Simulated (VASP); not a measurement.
Output of a VASP run:

### OSZICAR
```
...
DAV:   1    -0.235346307623E+02   -0.32094E+01   -0.73802E+01  4352   0.104E+02    0.220E+01
DAV:   2    -0.203041287989E+02    0.32305E+01   -0.88705E+00  4340   0.328E+01    0.298E+00
DAV:   3    -0.201636227755E+02    0.14051E+00   -0.62429E-01  4428   0.790E+00    0.297E+00
DAV:   4    -0.201867412007E+02   -0.23118E-01   -0.25534E-02  4412   0.130E+00    0.911E-01
DAV:   5    -0.201911627495E+02   -0.44215E-02   -0.53345E-03  4902   0.484E-01    0.111E-01
DAV:   6    -0.201910901906E+02    0.72559E-04   -0.25776E-04  4986   0.127E-01    0.314E-02
DAV:   7    -0.201910896777E+02    0.51293E-06   -0.17967E-05  5092   0.390E-02    0.168E-02
DAV:   8    -0.201910883528E+02    0.13249E-05   -0.11655E-06  2936   0.790E-03    0.233E-03
DAV:   9    -0.201910887029E+02   -0.35006E-06   -0.15190E-07  2258   0.419E-03
   2 F= -.20191089E+02 E0= -.20190843E+02  d E =0.134174E+00
       N       E                     dE             d eps       ncg     rms          rms(c)
DAV:   1    -0.223888451137E+02   -0.21978E+01   -0.45751E+01  4342   0.857E+01    0.107E+01
DAV:   2    -0.203623218373E+02    0.20265E+01   -0.59074E+00  4340   0.257E+01    0.289E+00
DAV:   3    -0.203211621791E+02    0.41160E-01   -0.31193E-01  4414   0.546E+00    0.950E-01
DAV:   4    -0.203342218335E+02   -0.13060E-01   -0.96198E-03  4460   0.856E-01    0.419E-01
DAV:   5    -0.203384405914E+02   -0.42188E-02   -0.40458E-03  4692   0.454E-01    0.915E-02
DAV:   6    -0.203384494762E+02   -0.88849E-05   -0.19320E-04  5128   0.108E-01    0.286E-02
DAV:   7    -0.203384509866E+02   -0.15103E-05   -0.19526E-05  5084   0.458E-02    0.529E-03
DAV:   8    -0.203384500864E+02    0.90013E-06   -0.16047E-06  2672   0.127E-02
   3 F= -.20338450E+02 E0= -.20337951E+02  d E =-.131878E-01
       N       E                     dE             d eps       ncg     rms          rms(c)
DAV:   1    -0.203386637022E+02   -0.21272E-03   -0.44111E-03  4350   0.820E-01    0.126E-01
DAV:   2    -0.203384622679E+02    0.20143E-03   -0.58535E-04  4342   0.257E-01    0.199E-02
DAV:   3    -0.203384583209E+02    0.39470E-05   -0.31917E-05  4436   0.549E-02    0.123E-02
DAV:   4    -0.203384621096E+02   -0.37886E-05   -0.23174E-06  3792   0.133E-02    0.132E-03
DAV:   5    -0.203384620636E+02    0.45940E-07   -0.22027E-07  2178   0.491E-03
   4 F= -.20338462E+02 E0= -.20337965E+02  d E =-.131998E-01
       N       E                     dE             d eps       ncg     rms          rms(c)
DAV:   1    -0.203397943599E+02   -0.13323E-02   -0.48509E-02  4362   0.194E+00    0.219E-01
DAV:   2    -0.203387099153E+02    0.10844E-02   -0.15894E-03  4344   0.386E-01    0.903E-02
DAV:   3    -0.203384867838E+02    0.22313E-03   -0.71288E-04  5056   0.193E-01    0.201E-02
DAV:   4    -0.203384873306E+02   -0.54676E-06   -0.26327E-05  5224   0.564E-02    0.108E-02
DAV:   5    -0.203384871420E+02    0.18854E-06   -0.30483E-06  3962   0.110E-02
   5 F= -.20338487E+02 E0= -.20338013E+02  d E =-.250784E-04
       N       E                     dE             d eps       ncg     rms          rms(c)
DAV:   1    -0.203387360261E+02   -0.24870E-03   -0.81441E-03  4362   0.798E-01    0.899E-02
DAV:   2    -0.203385515480E+02    0.18448E-03   -0.26789E-04  4352   0.157E-01    0.372E-02
DAV:   3    -0.203385144021E+02    0.37146E-04   -0.12055E-04  5000   0.791E-02    0.819E-03
DAV:   4    -0.203385149362E+02   -0.53411E-06   -0.45184E-06  4760   0.232E-02
   6 F= -.20338515E+02 E0= -.20338030E+02  d E =-.528725E-04
```

### OUTCAR
```
------------------------ aborting loop because EDIFF is reached ----------------------------------------
  FORCE on cell =-STRESS in cart. coord.  units (eV):
  Direction    XX          YY          ZZ          XY          YZ          ZX
  --------------------------------------------------------------------------------------
  Total       -0.0033675     -0.0033675      0.0079134      0.0000000      0.0000000      0.0000000
  in kB       -0.2029355     -0.2029356      0.4768893      0.0000000      0.0000000      0.0000000
  external PRESSURE =       0.0236727 kB  Pullay stress =       0.0000000 kB
  volume of cell :       26.59
      direct lattice vectors                 reciprocal lattice vectors
     2.690083038 -0.000000000 -0.000000000     0.371735737  0.214621686  0.000000000
    -1.345041519  2.329680703  0.000000000     0.000000000  0.429243372  0.000000000
     0.000000000 -0.000000000  4.242230110     0.000000000 -0.000000000  0.235725072
 POSITION                                       TOTAL-FORCE (eV/Angst)
 -----------------------------------------------------------------------------------
     -0.00000      1.55312      1.06056         0.000000      0.000000      0.000000
      1.34504      0.77656      3.18167        -0.000000     -0.000000      0.000000
 -----------------------------------------------------------------------------------
    total drift:                               -0.000431      0.000249     -0.000045
  FREE ENERGIE OF THE ION-ELECTRON SYSTEM (eV)
  ---------------------------------------------------
  free  energy   TOTEN  =       -20.3385149362 eV

  energy  without entropy=      -20.3370605314  energy(sigma->0) =      -20.33803013

 reached required accuracy - stopping structural energy minimisation
```
(Selected blocks of OUTCAR.)

### POSCAR
```
Ru
1
    2.7058000000     0.0000000000     0.0000000000
   -1.3529000000     2.3432920000     0.0000000000
    0.0000000000     0.0000000000     4.2819000000
Ru
2
Direct
  0.3333330000   0.6666670000   0.2500000000
  0.6666670000   0.3333330000   0.7500000000
```

**Question.** Reconstruct the remaining input files.

**Answer.** Several could match; the one computed here: the input of the run itself, PBEsol GGA, plane waves, VASP's PBE PAW potentials (set 64).

**INCAR**
```
SYSTEM = Ru
PREC = Accurate
ENCUT = 400
EDIFF = 1E-6
NELM = 100
ALGO = Normal
LREAL = .FALSE.
LASPH = .TRUE.
ISMEAR = 1
SIGMA = 0.1
GGA = PS
LMAXMIX = 4
LWAVE = .FALSE.
LCHARG = .FALSE.
IBRION = 2
ISIF = 3
NSW = 60
EDIFFG = -0.01
```

### KPOINTS
```
Regular mesh
0
gamma
14 14 8
0 0 0
```

POTCAR, in this order: Ru_pv (PBE.64 set). Program: vasp_std.

Energy and stress use the plane-wave basis of the starting cell.

The structure comes from a measured Ru entry (P6_3/mmc) of the Crystallography Open Database, whose conditions weren't checked. This run relaxes it. Symmetry was kept, so distortions that lower it aren't found.
